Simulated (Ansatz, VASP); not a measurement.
One calculation of MnHg, two programs

```
CELL_PARAMETERS angstrom
3.31500 0.00000 0.00000
0.00000 3.31500 0.00000
0.00000 0.00000 3.31500
ATOMIC_POSITIONS crystal
Hg 0.00000 0.00000 0.00000
Mn 0.50000 0.50000 0.50000
```

Alike in both runs: task single point; functional PBE; k mesh 8 × 8 × 8; occupations fermi-dirac, width 0.05 eV; collinear spin, ferromagnetic start.

```csv
,VASP,Ansatz
version,VASP 6.6.1,Ansatz 0.2.0
potentials or method,"VASP PAW PBE potentials, release 64 (Hg, Mn_pv)",Ansatz PAW
plane-wave cutoff (eV),520,420
valence electrons in the cell,25,35
```

```csv
,VASP,Ansatz,Ansatz less VASP
gap on the k mesh at the Fermi level (eV),none,none,-
pressure (GPa),1.0,0.6,-0.43
net moment per atom (μB),1.95,1.95,-0.001
size of the moment on the site where the two differ most (μB),3.83,3.88,+0.055
```

Site moments also hang on the region over which each program counts them. A gap of «none» marks a metal or a gap that the smearing closes. The two sets of potentials don't hold the same shells in valence.

Spin-orbit coupling is left out, which matters for the levels of Hg.
